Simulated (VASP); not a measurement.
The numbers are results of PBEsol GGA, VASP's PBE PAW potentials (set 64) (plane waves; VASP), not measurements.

A VASP calculation is set up with these files.

**POSCAR**
```
ZnSe
1.0
  0.0000000000   2.8173442065   2.8173442065
  2.8173442065   0.0000000000   2.8173442065
  2.8173442065   2.8173442065   0.0000000000
Zn Se
1 1
direct
  0.0000000000   0.0000000000   0.0000000000
  0.2500000000   0.2500000000   0.2500000000
```

### KPOINTS
```
Automatic mesh
0
Gamma
7 7 7
0 0 0
```

INCAR:
```
SYSTEM = ZnSe
PREC = Accurate; ENCUT = 400; LREAL = .False.
LASPH = .True.
EDIFF = 1E-6; NELM = 100; ALGO = Normal
LMAXMIX = 4
ISMEAR = 0; SIGMA = 0.05
GGA = PS
IBRION = 2; NSW = 60; ISIF = 3
EDIFFG = -0.01
LWAVE = .False.; LCHARG = .False.
```

POTCAR, in this order: Zn Se (PBE.64 set). Program: vasp_std.

The run wrote:

**OUTCAR**
```
 ion  position               nearest neighbor table
   1  0.000  0.000  0.000-   2 2.44   2 2.44   2 2.44   2 2.44
   2  0.250  0.250  0.250-   1 2.44   1 2.44   1 2.44   1 2.44
  LATTYP: Found a face centered cubic cell.
 ALAT       =     5.6346884130
 Subroutine PRICEL returns:
 Original cell was already a primitive cell.
 Subroutine GETGRP returns: Found 24 space group operations
The static configuration has the point symmetry T_d .
The dynamic configuration has the point symmetry T_d .
 Subroutine INISYM returns: Found 24 space group operations
 Subroutine IBZKPT returns following result:
 Found     20 irreducible k-points:

 Following reciprocal coordinates:
            Coordinates               Weight
  0.000000  0.000000  0.000000      1.000000
  0.142857  0.000000  0.000000      8.000000
  0.285714  0.000000  0.000000      8.000000
  0.428571  0.000000  0.000000      8.000000
  0.142857  0.142857  0.000000      6.000000
  0.285714  0.142857  0.000000     24.000000
  0.428571  0.142857  0.000000     24.000000
 -0.428571  0.142857  0.000000     24.000000
 -0.285714  0.142857  0.000000     24.000000
 -0.142857  0.142857  0.000000     12.000000
  0.285714  0.285714  0.000000      6.000000
  0.428571  0.285714  0.000000     24.000000
 -0.428571  0.285714  0.000000     24.000000
 -0.285714  0.285714  0.000000     12.000000
  0.428571  0.428571  0.000000      6.000000
 -0.428571  0.428571  0.000000     12.000000
  0.428571  0.285714  0.142857     24.000000
 -0.428571  0.285714  0.142857     48.000000
 -0.428571  0.428571  0.142857     24.000000
 -0.285714  0.428571  0.142857     24.000000
   k-points           NKPTS =     20   k-points in BZ     NKDIM =     20   number of bands    NBANDS=     13
   number of dos      NEDOS =    301   number of ions     NIONS =      2
   total plane-waves  NPLWV =  21952
   dimension x,y,z NGX =    28 NGY =   28 NGZ =   28
...
```

**OSZICAR**
```
       N       E                     dE             d eps       ncg     rms          rms(c)
DAV:   1     0.759738080766E+02    0.75974E+02   -0.78333E+03   520   0.131E+03
DAV:   2    -0.226006121165E+01   -0.78234E+02   -0.74580E+02   580   0.241E+02
DAV:   3    -0.703300827918E+01   -0.47729E+01   -0.47538E+01   635   0.624E+01
DAV:   4    -0.707489443169E+01   -0.41886E-01   -0.41877E-01   565   0.636E+00
DAV:   5    -0.707512238835E+01   -0.22796E-03   -0.22795E-03   625   0.450E-01    0.504E+00
DAV:   6    -0.678916080582E+01    0.28596E+00   -0.81421E-01   664   0.336E+01    0.386E+00
DAV:   7    -0.677223474579E+01    0.16926E-01   -0.22404E-01   545   0.490E+00    0.166E+00
DAV:   8    -0.677006535241E+01    0.21694E-02   -0.38506E-03   605   0.670E-01    0.476E-01
DAV:   9    -0.676981965383E+01    0.24570E-03   -0.79027E-04   613   0.428E-01    0.675E-02
DAV:  10    -0.676986415147E+01   -0.44498E-04   -0.19447E-04   620   0.192E-01    0.215E-02
DAV:  11    -0.676986452471E+01   -0.37324E-06   -0.25922E-05   621   0.767E-02    0.480E-03
DAV:  12    -0.676986457252E+01   -0.47817E-07   -0.69857E-06   580   0.195E-02
   1 F= -.67698646E+01 E0= -.67698646E+01  d E =-.676986E+01
```

**OUTCAR**
```
------------------------ aborting loop because EDIFF is reached ----------------------------------------
  FORCE on cell =-STRESS in cart. coord.  units (eV):
  Direction    XX          YY          ZZ          XY          YZ          ZX
  --------------------------------------------------------------------------------------
  Total       -0.0093294     -0.0093294     -0.0093294      0.0000000      0.0000000     -0.0000000
  in kB       -0.3342078     -0.3342078     -0.3342078      0.0000000      0.0000000     -0.0000000
  external PRESSURE =      -0.3342078 kB  Pullay stress =       0.0000000 kB
  volume of cell :       44.72
      direct lattice vectors                 reciprocal lattice vectors
     0.000000000  2.817344207  2.817344207    -0.177472103  0.177472103  0.177472103
     2.817344207  0.000000000  2.817344207     0.177472103 -0.177472103  0.177472103
     2.817344207  2.817344207  0.000000000     0.177472103  0.177472103 -0.177472103
  FREE ENERGIE OF THE ION-ELECTRON SYSTEM (eV)
  ---------------------------------------------------
  free  energy   TOTEN  =        -6.7698645725 eV

  energy  without entropy=       -6.7698645725  energy(sigma->0) =       -6.76986457

 reached required accuracy - stopping structural energy minimisation
```
(Selected blocks of OUTCAR.)

OUTCAR:
```
 val. band max:        1.6409778244   @ k =   0.0000   0.0000   0.0000

 cond. band min:       2.8794062388   @ k =   0.0000   0.0000   0.0000


 Fermi energy:         1.9020493258

 k-point     1 :       0.0000    0.0000    0.0000
  band No.  band energies     occupation
      1     -11.7598      2.00000
      2      -4.9800      2.00000
      3      -4.9800      2.00000
      4      -4.9800      2.00000
      5      -4.5921      2.00000
      6      -4.5921      2.00000
      7       1.6410      2.00000
      8       1.6410      2.00000
      9       1.6410      2.00000
     10       2.8794      0.00000
     11       7.3646      0.00000
     12       7.3646      0.00000
     13       7.3646      0.00000

 k-point     2 :       0.1429    0.0000    0.0000
  band No.  band energies     occupation
      1     -11.6239      2.00000
      2      -4.9726      2.00000
      3      -4.9585      2.00000
      4      -4.9585      2.00000
      5      -4.5935      2.00000
      6      -4.5935      2.00000
      7       0.0210      2.00000
      8       1.4388      2.00000
      9       1.4388      2.00000
     10       4.0206      0.00000
     11       7.3442      0.00000
     12       7.6916      0.00000
     13       7.6916      0.00000

 k-point     3 :       0.2857    0.0000    0.0000
  band No.  band energies     occupation
      1     -11.2883      2.00000
      2      -4.9167      2.00000
      3      -4.9167      2.00000
      4      -4.8894      2.00000
      5      -4.5895      2.00000
      6      -4.5895      2.00000
      7      -1.9560      2.00000
      8       1.0475      2.00000
      9       1.0475      2.00000
     10       4.3170      0.00000
     11       8.0471      0.00000
     12       8.0471      0.00000
     13       8.5777      0.00000

 k-point     4 :       0.4286    0.0000    0.0000
  band No.  band energies     occupation
      1     -10.9799      2.00000
      2      -4.8915      2.00000
      3      -4.8915      2.00000
...
```

The structure was generated: ZnSe was put into the zinc blende type (F-43m), which need not be its known phase. It was relaxed first. The start is the result of an earlier pass.
